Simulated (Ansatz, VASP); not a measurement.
PdC18 in VASP and in Ansatz

```xyz
19
Lattice="7.3980 0.0000 0.0000 -3.6990 6.4069 0.0000 0.0000 0.0000 12.0000" Properties=species:S:1:pos:R:3 pbc="T T T"
C    -0.0317   -0.0016    0.9527
C     1.2079    0.7011    0.9651
C    -1.2632    2.1331    0.9797
C    -0.0243    2.8402    0.9805
C    -2.4958    4.2723    0.9654
C    -1.2560    4.9752    0.9531
C     2.4330   -0.0049    0.9615
C     3.6777    0.6914    1.0189
C     1.1893    2.1298    1.0245
C     2.4307    2.8473    1.1314
C    -0.0308    4.2689    0.9775
C     1.2088    4.9756    0.9785
C     4.9014   -0.0022    0.9781
C     6.1410    0.7046    0.9767
C     3.6792    2.1262    1.1309
C     4.9208    2.8439    1.0236
C     2.4325    4.2820    1.0193
C     3.6771    4.9783    0.9615
Pd    3.0593    2.4874    3.1708
```

Alike in both runs: functional PBE; k mesh 2 × 2 × 1; occupations gaussian, width 0.02 eV; no spin polarisation.

Ansatz relaxed the structure, and its values are those at the end. VASP's run is a single point on that final structure, the one shown.

```csv
,VASP,Ansatz
version,VASP 6.6.1,Ansatz 0.2.0
potentials or method,"VASP PAW PBE potentials, release 64 (C, Pd)","scalar-relativistic, plane waves, PAW"
plane-wave cutoff (eV),520,420
valence electrons in the cell,82,90
```

```csv
,VASP,Ansatz,Ansatz less VASP
rms of the force components (eV/Å),0.011,0.010,-0.0014
```

The two sets of potentials don't hold the same shells in valence. Ansatz warned: «xc_potential_rough_in_thin_density».

Caveats: the k mesh is coarse (spacing up to 0.49 Å⁻¹), so the values aren't converged. A hybrid or GW would open this gap; PBE tends to underestimate it.
